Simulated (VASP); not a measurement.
OSZICAR of a VASP run on NiSb (NiAs type):

OSZICAR:
```
       N       E                     dE             d eps       ncg     rms          rms(c)
DAV:   1     0.171163892875E+03    0.17116E+03   -0.12305E+04  1824   0.161E+03
DAV:   2    -0.160389384412E+02   -0.18720E+03   -0.18242E+03  1836   0.326E+02
DAV:   3    -0.253618581190E+02   -0.93229E+01   -0.90655E+01  2096   0.903E+01
DAV:   4    -0.256393848255E+02   -0.27753E+00   -0.27572E+00  2056   0.147E+01
DAV:   5    -0.256479739676E+02   -0.85891E-02   -0.85862E-02  2240   0.269E+00    0.141E+01
DAV:   6    -0.273818428919E+02   -0.17339E+01   -0.31065E+01  1992   0.105E+02    0.152E+01
DAV:   7    -0.241690617614E+02    0.32128E+01   -0.12035E+01  1988   0.749E+01    0.446E+00
DAV:   8    -0.241941961486E+02   -0.25134E-01   -0.12657E+00  2337   0.890E+00    0.251E+00
DAV:   9    -0.241299262692E+02    0.64270E-01   -0.24646E-01  2034   0.906E+00    0.617E-01
DAV:  10    -0.241306089012E+02   -0.68263E-03   -0.10150E-02  1948   0.950E-01    0.437E-01
DAV:  11    -0.241299586168E+02    0.65028E-03   -0.51170E-04  2280   0.222E-01    0.148E-01
DAV:  12    -0.241297584034E+02    0.20021E-03   -0.44212E-04  2639   0.345E-01    0.217E-02
DAV:  13    -0.241297622805E+02   -0.38771E-05   -0.65510E-05  2121   0.667E-02    0.278E-02
DAV:  14    -0.241297619106E+02    0.36988E-06   -0.11037E-06  1084   0.127E-02
   1 F= -.20168122E+02 E0= -.20168163E+02  d E =-.201681E+02
       N       E                     dE             d eps       ncg     rms          rms(c)
DAV:   1    -0.263815665898E+02   -0.22518E+01   -0.28274E+01  1971   0.906E+01    0.153E+01
DAV:   2    -0.290055388105E+02   -0.26240E+01   -0.52111E+01  1974   0.142E+02    0.177E+01
DAV:   3    -0.238047375226E+02    0.52008E+01   -0.17687E+01  1979   0.945E+01    0.284E+00
DAV:   4    -0.238576926209E+02   -0.52955E-01   -0.15319E+00  2227   0.101E+01    0.208E+00
DAV:   5    -0.238166246436E+02    0.41068E-01   -0.96137E-02  2299   0.546E+00    0.103E+00
DAV:   6    -0.238121430825E+02    0.44816E-02   -0.16302E-02  2181   0.138E+00    0.364E-01
DAV:   7    -0.238115093609E+02    0.63372E-03   -0.44914E-03  2078   0.132E+00    0.112E-01
DAV:   8    -0.238114950090E+02    0.14352E-04   -0.27141E-04  2355   0.249E-01    0.267E-02
DAV:   9    -0.238114866845E+02    0.83244E-05   -0.28879E-05  2735   0.615E-02    0.101E-02
DAV:  10    -0.238114861468E+02    0.53770E-06   -0.30867E-06  1441   0.269E-02
   2 F= -.20124967E+02 E0= -.20125350E+02  d E =0.431545E-01
       N       E                     dE             d eps       ncg     rms          rms(c)
DAV:   1    -0.249458198695E+02   -0.11343E+01   -0.10309E+01  1959   0.580E+01    0.849E+00
DAV:   2    -0.257697587752E+02   -0.82394E+00   -0.17182E+01  2042   0.844E+01    0.107E+01
DAV:   3    -0.240869462225E+02    0.16828E+01   -0.71059E+00  1983   0.517E+01    0.207E+00
DAV:   4    -0.240612977203E+02    0.25649E-01   -0.20034E-01  1994   0.533E+00    0.102E+00
DAV:   5    -0.240492437803E+02    0.12054E-01   -0.19980E-02  2556   0.251E+00    0.227E-01
DAV:   6    -0.240489194381E+02    0.32434E-03   -0.25668E-03  1881   0.530E-01    0.107E-01
DAV:   7    -0.240489300745E+02   -0.10636E-04   -0.89190E-05  2412   0.901E-02    0.108E-01
DAV:   8    -0.240489298990E+02    0.17557E-06   -0.22047E-06  1456   0.141E-02
   3 F= -.20196936E+02 E0= -.20197069E+02  d E =-.288137E-01
       N       E                     dE             d eps       ncg     rms          rms(c)
DAV:   1    -0.240691424277E+02   -0.20212E-01   -0.70357E-02  1968   0.470E+00    0.735E-01
DAV:   2    -0.240768261751E+02   -0.76837E-02   -0.12526E-01  2004   0.729E+00    0.969E-01
DAV:   3    -0.240628043799E+02    0.14022E-01   -0.52360E-02  1998   0.483E+00    0.130E-01
DAV:   4    -0.240626394527E+02    0.16493E-03   -0.16547E-03  1877   0.310E-01    0.459E-02
DAV:   5    -0.240626055080E+02    0.33945E-04   -0.81329E-05  2496   0.156E-01    0.165E-02
DAV:   6    -0.240626027163E+02    0.27917E-05   -0.17096E-05  2737   0.389E-02    0.587E-03
DAV:   7    -0.240626028024E+02   -0.86111E-07   -0.82420E-07  1082   0.929E-03
   4 F= -.20196324E+02 E0= -.20196443E+02  d E =-.282025E-01
       N       E                     dE             d eps       ncg     rms          rms(c)
DAV:   1    -0.240575650184E+02    0.50377E-02   -0.18564E-02  1968   0.241E+00    0.382E-01
DAV:   2    -0.240596482542E+02   -0.20832E-02   -0.33367E-02  2004   0.376E+00    0.491E-01
DAV:   3    -0.240558978560E+02    0.37504E-02   -0.13810E-02  2007   0.250E+00    0.614E-02
DAV:   4    -0.240558738982E+02    0.23958E-04   -0.51958E-04  1886   0.135E-01    0.328E-02
DAV:   5    -0.240558561166E+02    0.17782E-04   -0.35914E-05  2383   0.113E-01    0.119E-02
DAV:   6    -0.240558555877E+02    0.52893E-06   -0.41098E-06  1785   0.141E-02
   5 F= -.20196753E+02 E0= -.20196881E+02  d E =-.286311E-01
       N       E                     dE             d eps       ncg     rms          rms(c)
DAV:   1    -0.240531586787E+02    0.26974E-02   -0.34566E-03  1974   0.103E+00    0.166E-01
DAV:   2    -0.240535438562E+02   -0.38518E-03   -0.62566E-03  2004   0.163E+00    0.212E-01
DAV:   3    -0.240528440385E+02    0.69982E-03   -0.25985E-03  2010   0.108E+00    0.278E-02
DAV:   4    -0.240528385808E+02    0.54577E-05   -0.96851E-05  1874   0.591E-02    0.135E-02
DAV:   5    -0.240528354090E+02    0.31718E-05   -0.66161E-06  2160   0.479E-02    0.469E-03
DAV:   6    -0.240528352983E+02    0.11076E-06   -0.73344E-07   933   0.648E-03
   6 F= -.20196861E+02 E0= -.20196992E+02  d E =-.287388E-01
       N       E                     dE             d eps       ncg     rms          rms(c)
DAV:   1    -0.240519024552E+02    0.93295E-03   -0.58267E-04  2041   0.363E-01    0.591E-02
DAV:   2    -0.240519453990E+02   -0.42944E-04   -0.75113E-04  2029   0.564E-01    0.750E-02
DAV:   3    -0.240518605663E+02    0.84833E-04   -0.32068E-04  2001   0.380E-01    0.120E-02
DAV:   4    -0.240518587178E+02    0.18485E-05   -0.11539E-05  1961   0.283E-02    0.466E-03
DAV:   5    -0.240518584120E+02    0.30583E-06   -0.76595E-07   936   0.176E-02
   7 F= -.20196888E+02 E0= -.20197023E+02  d E =-.275291E-04
       N       E                     dE             d eps       ncg     rms          rms(c)
DAV:   1    -0.240499004387E+02    0.19583E-02   -0.28104E-03  2041   0.803E-01    0.129E-01
DAV:   2    -0.240501028943E+02   -0.20246E-03   -0.35719E-03  2032   0.123E+00    0.163E-01
DAV:   3    -0.240497003891E+02    0.40251E-03   -0.15188E-03  2001   0.829E-01    0.257E-02
DAV:   4    -0.240496918536E+02    0.85355E-05   -0.54154E-05  1983   0.614E-02    0.103E-02
DAV:   5    -0.240496904679E+02    0.13857E-05   -0.42159E-06  1671   0.386E-02    0.324E-03
DAV:   6    -0.240496904456E+02    0.22330E-07   -0.81672E-07   942   0.873E-03
   8 F= -.20196921E+02 E0= -.20197063E+02  d E =-.601986E-04
```

**Question.** Which electronic solver shows in the log?

**Answer.** It is blocked Davidson (ALGO = Normal, or the opening steps of other solvers). The INCAR had ALGO = Normal.

**Question.** How was spin treated?

**Answer.** Without spin polarisation: there is no mag entry.

**Question.** Can the final energy be trusted as converged?

**Answer.** The run converged. It stopped with EDIFF = 1E-6, NELM = 100, NSW = 40 and EDIFFG = -0.02 after 8 ionic steps (LDA (Ceperley-Alder, Perdew-Zunger), plane waves, VASP's LDA PAW potentials (set 64)). Energy and stress use the plane-wave basis of the starting cell.

The compound is NiSb in the NiAs type structure. This run relaxes it under an external pressure of 10 GPa. Symmetry was kept, so distortions that lower it aren't found. The run is not spin-polarised, so no magnetic state was tried.
